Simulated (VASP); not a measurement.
# Al15NiN16 (a cell with a defect) in VASP: a series of runs, part 4 of 4

VASP 6.6.1. The steps go on from the part before.

## 6. Single point, PBEsol+U, collinear spin, ferromagnetic start

INCAR reads:

```
PREC     = Accurate       # precision mode
ENCUT    = 450            # plane-wave cutoff, eV
EDIFF    = 1E-5           # SCF threshold, eV
ISMEAR   = 0              # smearing method
SIGMA    = 0.03           # smearing width, eV
LREAL    = Auto         
LASPH    = True           # aspherical terms in the spheres
NELM     = 120            # most SCF steps
ALGO     = Normal         # electronic algorithm
ISIF     = 2              # what is computed and relaxed
LWAVE    = False          # write WAVECAR
LCHARG   = False          # write CHGCAR
ISPIN    = 2              # spin polarisation
MAGMOM   = 1 0 0 0 0 0 0 0 0 0 0 0 0 0 0 0 0 0 0 0 0 0 0 0 0 0 0 0 0 0 0 0 # initial moments
LORBIT   = 11             # projections on sites
NUPDOWN  = 1              # fixed moment
LMAXMIX  = 4              # l up to which the mixer works
LDAU     = True           # DFT+U
LDAUTYPE = 2            
LDAUL    = 2 -1 -1        # shell
LDAUU    = 5 0 0          # U, eV
LDAUJ    = 0 0 0        
LDAUPRINT= 1            
GGA      = PS             # functional
KPAR     = 4
```

KPOINTS reads:

```
Automatic mesh
0
Gamma
  3 3 2
```

POSCAR reads:

```
Al15NiN16
1.0
    6.2200008610      0.0000000000      0.0000000000
   -3.1100004305      5.3866787572      0.0000000000
    0.0000000000      0.0000000000      9.9600000000
Ni Al N
1 15 16
Direct
    0.3333333333      0.1666666667      0.0000000000
    0.3333333333      0.1666666667      0.5000000000
    0.3333333333      0.6666666667      0.0000000000
    0.3333333333      0.6666666667      0.5000000000
    0.8333333333      0.1666666667      0.0000000000
    0.8333333333      0.1666666667      0.5000000000
    0.8333333333      0.6666666667      0.0000000000
    0.8333333333      0.6666666667      0.5000000000
    0.1666666667      0.3333333333      0.2500000000
    0.1666666667      0.3333333333      0.7500000000
    0.1666666667      0.8333333333      0.2500000000
    0.1666666667      0.8333333333      0.7500000000
    0.6666666667      0.3333333333      0.2500000000
    0.6666666667      0.3333333333      0.7500000000
    0.6666666667      0.8333333333      0.2500000000
    0.6666666667      0.8333333333      0.7500000000
    0.3333333333      0.1666666667      0.1910000000
    0.3333333333      0.1666666667      0.6910000000
    0.3333333333      0.6666666667      0.1910000000
    0.3333333333      0.6666666667      0.6910000000
    0.8333333333      0.1666666667      0.1910000000
    0.8333333333      0.1666666667      0.6910000000
    0.8333333333      0.6666666667      0.1910000000
    0.8333333333      0.6666666667      0.6910000000
    0.1666666667      0.3333333333      0.4410000000
    0.1666666667      0.3333333333      0.9410000000
    0.1666666667      0.8333333333      0.4410000000
    0.1666666667      0.8333333333      0.9410000000
    0.6666666667      0.3333333333      0.4410000000
    0.6666666667      0.3333333333      0.9410000000
    0.6666666667      0.8333333333      0.4410000000
    0.6666666667      0.8333333333      0.9410000000
```

Potentials or basis: VASP PAW PBE potentials, release 64 (Ni, Al, N).

The run is started by

```
$ cat potpaw_PBE.64/Ni/POTCAR potpaw_PBE.64/Al/POTCAR potpaw_PBE.64/N/POTCAR > POTCAR
$ mpirun -np 8 vasp_std > vasp.out
```

OUTCAR:

```text
PREC = Accurate
   ENCUT = 450
   EDIFF = 1E-5
   ISMEAR = 0
   LREAL = Auto
   LASPH = True
   NELM = 120
   ISIF = 2
   ISPIN = 2
   LORBIT = 11
   NUPDOWN = 1
   GGA = PS

 ion  position               nearest neighbor table
   1  0.333  0.167  0.000-  26 1.89  30 1.89  28 1.89  17 1.90   9 3.07  10 3.07  13 3.07  14 3.07
                            11 3.07  12 3.07   5 3.11   5 3.11   7 3.11   3 3.11   3 3.11   7 3.11
   2  0.333  0.167  0.500-  25 1.89  29 1.89  27 1.89  18 1.90   9 3.07  10 3.07  13 3.07  14 3.07
                            11 3.07  12 3.07   6 3.11   6 3.11   8 3.11   4 3.11   4 3.11   8 3.11
   3  0.333  0.667  0.000-  28 1.89  32 1.89  26 1.89  19 1.90  11 3.07  12 3.07  15 3.07  16 3.07
                             9 3.07  10 3.07   7 3.11   7 3.11   1 3.11   1 3.11   5 3.11   5 3.11
   4  0.333  0.667  0.500-  27 1.89  31 1.89  25 1.89  20 1.90  11 3.07  12 3.07  15 3.07  16 3.07
                             9 3.07  10 3.07   8 3.11   8 3.11   2 3.11   2 3.11   6 3.11   6 3.11
   5  0.833  0.167  0.000-  30 1.89  26 1.89  32 1.89  21 1.90  13 3.07  14 3.07   9 3.07  10 3.07
                            15 3.07  16 3.07   1 3.11   1 3.11   7 3.11   7 3.11   3 3.11   3 3.11
   6  0.833  0.167  0.500-  29 1.89  25 1.89  31 1.89  22 1.90  13 3.07  14 3.07   9 3.07  10 3.07
                            15 3.07  16 3.07   2 3.11   2 3.11   8 3.11   8 3.11   4 3.11   4 3.11
   7  0.833  0.667  0.000-  32 1.89  28 1.89  30 1.89  23 1.90  15 3.07  16 3.07  11 3.07  12 3.07
                            13 3.07  14 3.07   3 3.11   3 3.11   5 3.11   5 3.11   1 3.11   1 3.11
   8  0.833  0.667  0.500-  31 1.89  27 1.89  29 1.89  24 1.90  15 3.07  16 3.07  11 3.07  12 3.07
                            13 3.07  14 3.07   4 3.11   4 3.11   6 3.11   6 3.11   2 3.11   2 3.11
   9  0.167  0.333  0.250-  17 1.89  21 1.89  19 1.89  25 1.90   1 3.07   2 3.07   5 3.07   6 3.07
[... 17 lines left out ...]
  19  0.333  0.667  0.191-  11 1.89  15 1.89   9 1.89   3 1.90
  20  0.333  0.667  0.691-  12 1.89  16 1.89  10 1.89   4 1.90
  21  0.833  0.167  0.191-  13 1.89   9 1.89  15 1.89   5 1.90
  22  0.833  0.167  0.691-  14 1.89  10 1.89  16 1.89   6 1.90
[... 8 lines left out ...]
  31  0.667  0.833  0.441-   8 1.89   4 1.89   6 1.89  15 1.90
  32  0.667  0.833  0.941-   7 1.89   3 1.89   5 1.89  16 1.90

  LATTYP: Found a hexagonal cell.
 ALAT       =     6.2200008610
 C/A-ratio  =     1.6012859520

  Lattice vectors:

 A1 = (   6.2200008610,   0.0000000000,   0.0000000000)
 A2 = (  -3.1100004305,   5.3866787572,   0.0000000000)
 A3 = (   0.0000000000,   0.0000000000,   9.9600000000)

Analysis of symmetry for initial positions (statically):
=====================================================================
 Subroutine PRICEL returns:
 Original cell was already a primitive cell.

 Routine SETGRP: Setting up the symmetry group for a
 hexagonal supercell.

 Subroutine GETGRP returns: Found  6 space group operations
 (whereof  2 operations were pure point group operations)
 out of a pool of 24 trial point group operations.

The static configuration has the point symmetry C_1h.
 The point group associated with its full space group is C_3v.

Analysis of symmetry for dynamics (positions and initial velocities):
=====================================================================
 Subroutine PRICEL returns:
 Original cell was already a primitive cell.

 Routine SETGRP: Setting up the symmetry group for a
 hexagonal supercell.

 Subroutine GETGRP returns: Found  6 space group operations
[... 230 lines left out ...]
  o =  0.9798  v =  0.0000  0.0000  0.0000  0.0000  0.0000 -0.5165  0.0000  0.0000 -0.8563 -0.0000      0.0000  0.0000  0.0000  0.0000  0.0000  0.0000  0.0000  0.0000  0.0000  0.0000
  o =  0.9798  v =  0.0000  0.0000  0.0000  0.0000  0.0000  0.0000 -0.8563 -0.0000  0.0000 -0.5165      0.0000  0.0000  0.0000  0.0000  0.0000  0.0000  0.0000  0.0000  0.0000  0.0000
  o =  0.9814  v = -0.5652  0.0000  0.0000 -0.8249  0.0000  0.0000  0.0000  0.0000  0.0000  0.0000      0.0000  0.0000  0.0000  0.0000  0.0000  0.0000  0.0000  0.0000  0.0000  0.0000
  o =  0.9814  v =  0.0000 -0.8249  0.0000 -0.0000 -0.5652  0.0000  0.0000  0.0000  0.0000  0.0000      0.0000  0.0000  0.0000  0.0000  0.0000  0.0000  0.0000  0.0000  0.0000  0.0000
  o =  1.0129  v =  0.0000 -0.0000 -1.0000 -0.0000 -0.0000  0.0000  0.0000  0.0000  0.0000  0.0000      0.0000  0.0000  0.0000  0.0000  0.0000  0.0000  0.0000  0.0000  0.0000  0.0000

 number of electron     134.9999986 magnetization       0.9999994

 Free energy of the ion-electron system (eV)
  ---------------------------------------------------
  ext. energy  EPLUGINS =         0.00000000
  ---------------------------------------------------
  free energy    TOTEN  =      -244.32094130 eV

  energy without entropy =     -244.31744423  energy(sigma->0) =     -244.31919277

 E-fermi :   6.9572     XC(G=0): -11.1702

 val. band max:        6.9493117021   @ k =   0.3333   0.3333   0.0000
 cond. band min:       6.5761800941   @ k =   0.3333   0.3333   0.5000
 fundamental gap:     -0.3731316080
 Fermi energy:         6.5671007577

 spin component 1

 k-point     1 :       0.0000    0.0000    0.0000
  band No.  band energies     occupation
      1      -9.1687      1.00000
      2      -8.3204      1.00000
      3      -8.2291      1.00000
      4      -7.2810      1.00000
      5      -7.2810      1.00000
      6      -7.1422      1.00000
[... 481 lines left out ...]
     78      13.1336      0.00000
     79      13.1507      0.00000
 Fermi energy:         6.9571920416

 spin component 2

 k-point     1 :       0.0000    0.0000    0.0000
  band No.  band energies     occupation
      1      -9.1610      1.00000
      2      -8.3054      1.00000
      3      -8.2180      1.00000
      4      -7.2725      1.00000
      5      -7.2725      1.00000
      6      -7.1317      1.00000
[... 481 lines left out ...]
     78      13.1497      0.00000
     79      13.1551      0.00000
 [bands above 79 left out]

------------------------ aborting loop because EDIFF is reached ----------------------------------------

  FORCE on cell =-STRESS in cart. coord.  units (eV):
  Direction    XX          YY          ZZ          XY          YZ          ZX
  --------------------------------------------------------------------------------------
  -------------------------------------------------------------------------------------
  Total       -1.2335175     -1.2335175      0.9843249     -0.0000000      0.0000000      0.0000000
  in kB       -5.9222266     -5.9222266      4.7258311     -0.0000000      0.0000000      0.0000000
  external PRESSURE =      -2.3728741 kB  Pullay stress =       0.0000000 kB

 VOLUME and BASIS-vectors are now :
 -----------------------------------------------------------------------------
  energy-cutoff  :      450.00
  volume of cell :      333.71
      direct lattice vectors                 reciprocal lattice vectors
     6.220000861  0.000000000  0.000000000     0.160771682  0.092821574  0.000000000
    -3.110000430  5.386678757  0.000000000     0.000000000  0.185643148  0.000000000
     0.000000000  0.000000000  9.960000000     0.000000000  0.000000000  0.100401606

 POSITION                                       TOTAL-FORCE (eV/Angst)
 -----------------------------------------------------------------------------------
      1.55500      0.89778      0.00000         0.000000      0.000000      0.098169
      1.55500      0.89778      4.98000         0.000000      0.000000     -0.112380
     -0.00000      3.59112      0.00000         0.401187      0.231625      0.462628
     -0.00000      3.59112      4.98000        -0.007644     -0.004413     -0.075978
      4.66500      0.89778      0.00000        -0.000000     -0.463251      0.462628
      4.66500      0.89778      4.98000         0.000000      0.008827     -0.075978
[... 24 lines left out ...]
      1.55500      4.48890      4.39236         0.000000      0.000000      0.059233
      1.55500      4.48890      9.37236         0.000000      0.000000     -0.139241
 -----------------------------------------------------------------------------------
    total drift:                               -0.000003      0.000003      0.029132

  FREE ENERGIE OF THE ION-ELECTRON SYSTEM (eV)
  ---------------------------------------------------
  free  energy   TOTEN  =      -244.3209413039 eV

  energy  without entropy=     -244.3174442284  energy(sigma->0) =     -244.31919277

 total charge

# of ion       s       p       d       tot
------------------------------------------
    1        0.508   0.639   8.435   9.582
    2        0.369   0.443   0.000   0.812
    3        0.371   0.442   0.000   0.813
    4        0.369   0.443   0.000   0.812
    5        0.371   0.442   0.000   0.813
    6        0.369   0.443   0.000   0.812
[... 24 lines left out ...]
   31        1.223   2.614   0.000   3.837
   32        1.223   2.614   0.000   3.837
--------------------------------------------------
tot         25.686  48.794   8.435  82.915

 magnetization (x)

# of ion       s       p       d       tot
------------------------------------------
    1        0.003   0.029   0.817   0.849
    2        0.000   0.000   0.000   0.001
    3        0.000  -0.000   0.000  -0.000
    4        0.000   0.000   0.000   0.000
    5        0.000  -0.000   0.000  -0.000
    6        0.000   0.000   0.000   0.000
[... 24 lines left out ...]
   31        0.000   0.001   0.000   0.001
   32       -0.000  -0.001   0.000  -0.001
--------------------------------------------------
tot          0.018   0.093   0.817   0.928
```

Run time: 80 s. Hardware: 8 MPI ranks of AMD EPYC 9R45 (Zen 5), shared host; peak memory 0.41 GiB.

Results:

```yaml
Free_energy: -244.3209 eV
Largest_force: 0.655 eV/Å
Net_moment: 1.00 μB per cell
Site_moments: Ni +0.85; Al +0.00, -0.00; N +0.06, +0.00, -0.00 μB
Valence_electrons_inside_the_program's_atomic_spheres: Ni 9.58; Al 0.81; N 3.79, 3.84, 3.77
```

Forces on the atoms (eV/Å):
```
Ni   0.000  0.000  0.098
Al   0.000  0.000 -0.112
Al   0.401  0.232  0.463
Al  -0.008 -0.004 -0.076
Al   0.000 -0.463  0.463
Al   0.000  0.009 -0.076
Al  -0.401  0.232  0.463
Al   0.008 -0.004 -0.076
Al   0.095 -0.055 -0.170
Al   0.087 -0.050 -0.167
Al   0.000  0.110 -0.170
Al   0.000  0.101 -0.167
Al  -0.095 -0.055 -0.170
Al  -0.087 -0.050 -0.167
Al   0.000  0.000 -0.056
Al   0.000  0.000  0.029
N    0.000  0.000  0.552
N    0.000  0.000  0.007
N   -0.032 -0.019 -0.030
N    0.012  0.007  0.040
N    0.000  0.037 -0.030
N    0.000 -0.014  0.040
N    0.032 -0.019 -0.030
N   -0.012  0.007  0.040
N   -0.028  0.016  0.094
N   -0.376  0.217 -0.299
N    0.000 -0.033  0.094
N    0.000 -0.434 -0.299
N    0.028  0.016  0.094
N    0.376  0.217 -0.299
N    0.000  0.000  0.059
N    0.000  0.000 -0.139
```

Eigenvalues of the final occupation matrices:
```
    site  spin  trace               eigenvalues
site 1 d     1   4.64  0.83 0.83 0.98 0.98 1.01
site 1 d     2   3.83  0.31 0.78 0.78 0.98 0.98
```

Caveat: the k mesh is coarse (spacing up to 0.39 Å⁻¹), so the values aren't converged; the cutoff is under 1.25 times the usual one of these potentials, so pressure, stress and relaxed cells hold a basis-set (Pulay) error; the PAW data sets were made with another functional, which shifts forces and pressure a little; the total moment is fixed, so each spin has its own Fermi level. The state reached can hang on the start; a lower one may exist.

## 7. Relaxation of the atoms, PBEsol+U, collinear spin, ferromagnetic start

INCAR reads:

```
SYSTEM = Al15NiN16
  PREC = Accurate
  ENCUT = 450
  EDIFF = 1E-5
  ISMEAR = 0
  SIGMA = 0.03
  LREAL = Auto
  LASPH = .True.
  NELM = 120
  ALGO = Normal
  ISIF = 2
  LWAVE = .False.
  LCHARG = .False.
  ISPIN = 2
  MAGMOM = 3 0 0 0 0 0 0 0 0 0 0 0 0 0 0 0 0 0 0 0 0 0 0 0 0 0 0 0 0 0 0 0
  LORBIT = 11
  LMAXMIX = 4
  LDAU = .True.
  LDAUTYPE = 2
  LDAUL = 2 -1 -1
  LDAUU = 5 0 0
  LDAUJ = 0 0 0
  LDAUPRINT = 1
  GGA = PS
  IBRION = 2
  NSW = 40
  EDIFFG = -0.03
  KPAR = 4
```

KPOINTS reads:

```
regular mesh
0
Gamma
  3 3 2
  0 0 0
```

POSCAR is that of step 6.

The run is started by

```
$ cat potpaw_PBE.64/Ni/POTCAR potpaw_PBE.64/Al/POTCAR potpaw_PBE.64/N/POTCAR > POTCAR
$ mpirun -np 8 vasp_std > vasp.out
```

Run time: 4.5 min. Hardware: 8 MPI ranks of AMD EPYC 9R45 (Zen 5), shared host; peak memory 0.44 GiB.

Results (log left out):

* Free energy: -245.0918 eV
* Energy gained by relaxing: 0.9 meV/atom
* Ionic steps: 6
* Largest force after relaxing: 0.023 eV/Å
* Band gap on the k mesh: 1.09 eV, indirect (least direct gap 1.29 eV)
* Net moment: 3.00 μB per cell
* Site moments: Ni +1.86; Al +0.00; N +0.16, +0.00, -0.00, +0.01, +0.17 μB
* Valence electrons inside the program's atomic spheres: Ni 9.40; Al 0.81, 0.82; N 3.79, 3.84

Forces in eV/Å, atoms in the order of the input:
```
Ni   0.000  0.000  0.008
Al   0.000  0.000 -0.012
Al   0.006  0.004  0.008
Al   0.002  0.001 -0.004
Al   0.000 -0.007  0.008
Al   0.000 -0.002 -0.004
Al  -0.006  0.004  0.008
Al  -0.002  0.001 -0.004
Al  -0.004  0.002  0.001
Al   0.015 -0.009 -0.014
Al   0.000 -0.005  0.001
Al   0.000  0.018 -0.014
Al   0.004  0.002  0.001
Al  -0.015 -0.009 -0.014
Al   0.000  0.000  0.016
Al   0.000  0.000  0.000
N    0.000  0.000 -0.001
N    0.000  0.000 -0.017
N   -0.003 -0.002  0.010
N   -0.004 -0.002 -0.007
N    0.000  0.003  0.010
N    0.000  0.004 -0.007
N    0.003 -0.002  0.010
N    0.004 -0.002 -0.007
N   -0.008  0.005 -0.009
N    0.014 -0.008  0.010
N    0.000 -0.009 -0.009
N    0.000  0.016  0.010
N    0.008  0.005 -0.009
N   -0.014 -0.008  0.010
N    0.000  0.000  0.023
N    0.000  0.000 -0.003
```

Step by step:
| step | energy change (eV) | largest force (eV/Å) | pressure (GPa) |
| --- | --- | --- | --- |
| 1 | 0.0000 | 0.4645 | -0.08 |
| 2 | -0.0235 | 0.2058 | -0.07 |
| 3 | -0.0258 | 0.1419 | -0.01 |
| 4 | -0.0283 | 0.0795 | -0.11 |
| 5 | -0.0286 | 0.0773 | -0.10 |
| 6 | -0.0292 | 0.0228 | -0.07 |

Final structure:
```xyz
32
Lattice="6.2200 0.0000 0.0000 -3.1100 5.3867 0.0000 0.0000 0.0000 9.9600" Properties=species:S:1:pos:R:3 pbc="T T T"
Ni    1.5550    0.8978    0.0034
Al    1.5550    0.8978    4.9748
Al    0.0089    3.5962    0.0091
Al   -0.0001    3.5911    4.9793
Al    4.6650    0.8876    0.0091
Al    4.6650    0.8979    4.9793
Al    3.1011    3.5962    0.0091
Al    3.1101    3.5911    4.9793
Al   -0.0040    1.7979    2.4852
Al    0.0036    1.7935    7.4682
Al   -1.5550    4.4843    2.4852
Al   -1.5550    4.4931    7.4682
Al    3.1140    1.7979    2.4852
Al    3.1064    1.7935    7.4682
Al    1.5550    4.4889    2.4940
Al    1.5550    4.4889    7.4704
N     1.5550    0.8978    1.9252
N     1.5550    0.8978    6.8740
N     0.0018    3.5922    1.9047
N     0.0006    3.5914    6.8812
N     4.6650    0.8957    1.9047
N     4.6650    0.8971    6.8812
N     3.1082    3.5922    1.9047
N     3.1094    3.5914    6.8812
N    -0.0005    1.7958    4.3898
N    -0.0177    1.8058    9.3662
N    -1.5550    4.4883    4.3898
N    -1.5550    4.4685    9.3662
N     3.1105    1.7958    4.3898
N     3.1277    1.8058    9.3662
N     1.5550    4.4889    4.3929
N     1.5550    4.4889    9.3715
```

Levels at points of the mesh, in eV from the valence-band top:
Spin up:
```
           k point  band 65  band 66  band 67  band 68  band 69  band 70  band 71  band 72  band 73  band 74
(0.00, 0.00, 0.00)    -0.70    -0.70    -0.11     0.00     0.00     3.82     4.87     4.87     4.89     4.98
(0.00, 0.00, 0.50)    -0.73    -0.67    -0.67    -0.02    -0.02     4.61     4.61     4.64     4.74     4.78
```
Spin down:
```tsv
k point	band 63	band 64	band 65	band 66	band 67	band 68	band 69	band 70
(0.00, 0.00, 0.00)	-0.73	-0.65	-0.65	-0.59	1.42	1.79	1.79	3.88
(0.00, 0.00, 0.50)	-0.84	-0.84	-0.61	-0.61	1.27	1.77	1.77	4.62
```

Eigenvalues of the final occupation matrices:
```
    site  spin  trace               eigenvalues
site 1 d     1   5.01  0.98 0.98 1.01 1.01 1.02
site 1 d     2   3.26  0.42 0.42 0.45 0.98 0.98
```

Caveat: the cutoff is under 1.25 times the usual one of these potentials, so pressure, stress and relaxed cells hold a basis-set (Pulay) error; the PAW data sets were made with another functional, which shifts forces and pressure a little. The state reached can hang on the start; a lower one may exist.

## 8. Summary

| task | fixed moment (μB) | cell | mesh quality | gap on the mesh (eV) | moment (μB) | largest force (eV/Å) |
| --- | --- | --- | --- | --- | --- | --- |
| single point | - | as given | not flagged | 1.13 | 3.00 | 0.47 |
| single point | 3 | as given | coarse | - | 3.00 | 0.46 |
| single point | 1 | as given | coarse | - | 1.00 | 0.65 |
| relaxation of the atoms | - | atoms relaxed | not flagged | 1.09 | 3.00 | 0.02 |

Alike in all rows: level PBEsol+U; potentials or basis VASP PAW PBE potentials, release 64 (Ni, Al, N); spin collinear, ferromagnetic start; Ni d U = 5 eV; k mesh 3 × 3 × 2; cutoff (eV) 450; smearing gaussian 0.03 eV.

Caveats: some runs use coarse meshes; the cutoff is under 1.25 times the usual one of these potentials, so pressure, stress and relaxed cells hold a basis-set (Pulay) error; the PAW data sets were made with another functional, which shifts forces and pressure a little; the total moment is fixed, so each spin has its own Fermi level (some runs).

Absolute energies hang on the potentials; compare differences alone.
